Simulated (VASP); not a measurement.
## Sn: equilibrium volume by level of theory

```xyz
2
Lattice="-2.9162 2.9162 1.5912 2.9162 -2.9162 1.5912 2.9162 2.9162 -1.5912" Properties=species:S:1:pos:R:3 pbc="T T T"
Sn    0.0000    0.0000    0.0000
Sn    0.0000    2.9162    0.7956
```

```csv
rung,level,program and potentials,cutoff (eV),k mesh,smearing,equilibrium volume (Å³/atom),notes
LDA,LDA,"VASP, LDA PAW files Sn_d, 600 eV",600,16 × 16 × 16,gaussian 0.1,26.19,14 valence electrons an atom on average
GGA,PBE,"VASP, PBE PAW files Sn_d, 600 eV",600,16 × 16 × 16,gaussian 0.1,28.38,14 valence electrons an atom on average
GGA + dispersion,PBE+D3(BJ),"VASP, PBE PAW files Sn_d, 600 eV",600,16 × 16 × 16,gaussian 0.1,27.19,14 valence electrons an atom on average
GGA,PBEsol,"VASP, PBE PAW files Sn, 580 eV",580,16 × 16 × 16,gaussian 0.1,26.91,potentials made for PBE; 4 valence electrons an atom on average
GGA,PBEsol,"VASP, PBE PAW files Sn_d, 300 eV",300,16 × 16 × 16,gaussian 0.1,26.62,potentials made for PBE; 14 valence electrons an atom on average
GGA,PBEsol,"VASP, PBE PAW files Sn_d, 480 eV",480,16 × 16 × 16,gaussian 0.1,26.85,potentials made for PBE; 14 valence electrons an atom on average
GGA,PBEsol,"VASP, PBE PAW files Sn_d, 600 eV",600,6 × 6 × 6,gaussian 0.1,26.82,coarse mesh; potentials made for PBE; 14 valence electrons an atom on average
GGA,RPBE,"VASP, PBE PAW files Sn_d, 600 eV",600,16 × 16 × 16,gaussian 0.1,29.26,potentials made for PBE; 14 valence electrons an atom on average
```

Task: relaxation of cell and atoms. All rows: no spin polarisation. Smearing widths are in eV. For a metal such meshes aren't converged. Meshes differ between rows, which moves values too. Meshes are those of the run's cell of 2 atoms unless a note names another. Relaxations start from the cell shown or near it and stop with a little pressure left. Runs on faulty files, with rough fits or with known faults for this quantity aren't shown. No row holds spin-orbit coupling.

By rung: LDA 26.19; GGA 26.62 to 29.26; GGA + dispersion 27.19; GGA on coarse meshes 26.82 (Å³/atom).
